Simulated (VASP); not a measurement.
Given:

```
CELL_PARAMETERS angstrom
      0.00000     3.37727     3.37727
      3.37727     0.00000     3.37727
      3.37727     3.37727     0.00000
ATOMIC_POSITIONS crystal
  In 0.00000 0.00000 0.00000
  Bi 0.25000 0.25000 0.25000
```

The numbers are results of r2SCAN meta-GGA, VASP's PBE PAW potentials (set 64) (plane waves; VASP), not measurements. Settings: 400 eV cut-off, 11×11×11 Γ-centred mesh, tetrahedra with Blöchl corrections, potentials In_d Bi_d.

### Question
Give the energies of bands 12 to 17 at the high-symmetry points, in eV from the Fermi level.

### Answer

| band | Γ | X | U | L | W |
|---|---|---|---|---|---|
| 12 | -1.61 | -5.88 | -5.78 | -5.64 | -5.78 |
| 13 | 0.00 | -2.18 | -2.95 | -0.98 | -2.73 |
| 14 | 0.00 | -2.18 | -1.84 | -0.98 | -2.56 |
| 15 | 0.00 | 1.34 | 1.61 | 0.06 | 3.47 |
| 16 | 3.10 | 1.47 | 3.69 | 4.00 | 3.76 |
| 17 | 3.10 | 8.04 | 5.97 | 4.00 | 4.19 |

It has no gap at this level: it comes out as a metal or semimetal.

The structure comes from a computed database's InBi entry (F-43m); how it stands against other phases isn't given here. It was relaxed first.
